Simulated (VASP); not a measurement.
**B2Pt: relaxation of cell and atoms with PBE**

Crystal: B2Pt.

```xyz
6
Lattice="0.0000 3.2343 3.2343 3.2343 0.0000 3.2343 3.2343 3.2343 0.0000" Properties=species:S:1:pos:R:3 pbc="T T T"
B     0.8086    0.8086    0.8086
B     0.8086    2.4258    2.4258
B     2.4258    2.4258    0.8086
B     2.4258    0.8086    2.4258
Pt    3.2343    3.2343    3.2343
Pt    4.8515    4.8515    4.8515
```

The cell was built by a generator and needn't be a form met in nature.

```
Program                : VASP 6.6.1
Task                   : relaxation of cell and atoms
Functional             : PBE
Potentials or basis    : VASP PAW PBE potentials, release 64 (B, Pt)
Cutoff                 : 600 eV
k mesh                 : 7 × 7 × 7
Occupations            : gaussian, width 0.05 eV
Spin                   : no spin polarisation
Further INCAR settings : ALGO = Normal; EDIFF = 1e-06; IBRION = 2; EDIFFG = -0.01; NSW = 60; ISIF = 3
```

```
Relaxed volume                         : 9.54 Å³/atom
Relaxed cell                           : a = 4.326 Å, b = 4.326 Å, c = 4.326 Å, α = 60.00°, β = 60.00°, γ = 60.00°
Space group after relaxing (to 0.05 Å) : Fd-3m (No. 227)
Energy gained by relaxing              : 177.4 meV/atom
Ionic steps                            : 4
Pressure after relaxing                : 0.0 GPa
Band gap on the k mesh                 : none (metal or under the smearing width)
```

The path:
```tsv
step	energy change (eV)	largest force (eV/Å)	pressure (GPa)	volume (Å³)
1	0.0000	0.0000	-27.55	67.67
2	-0.2420	0.0000	43.37	50.40
3	-1.0638	0.0000	-0.83	57.43
4	-1.0643	0.0000	0.01	57.24
```

Final structure:
```
B Pt
1.0
     0.00000    3.05877    3.05877
     3.05877    0.00000    3.05877
     3.05877    3.05877    0.00000
B Pt
4 2
Direct
  0.12500 0.12500 0.12500
  0.62500 0.12500 0.12500
  0.12500 0.12500 0.62500
  0.12500 0.62500 0.12500
  0.50000 0.50000 0.50000
  0.75000 0.75000 0.75000
```

Levels at points of the mesh, in eV from the Fermi level:
| k point | band 13 | band 14 | band 15 | band 16 | band 17 | band 18 | band 19 | band 20 |
| --- | --- | --- | --- | --- | --- | --- | --- | --- |
| (0.00, 0.00, 0.00) | -0.93 | -0.86 | -0.86 | -0.86 | 0.86 | 0.86 | 0.86 | 3.24 |

Run time: 95 s on 1 thread of Intel(R) Xeon(R) Platinum 8488C (Sapphire Rapids), on a shared host, peak memory 0.25 GiB.

Caveat: the volume moved by over 15 % at a fixed basis, so the end points are rough. The run has no spin-orbit coupling, so splittings on Pt are missing.
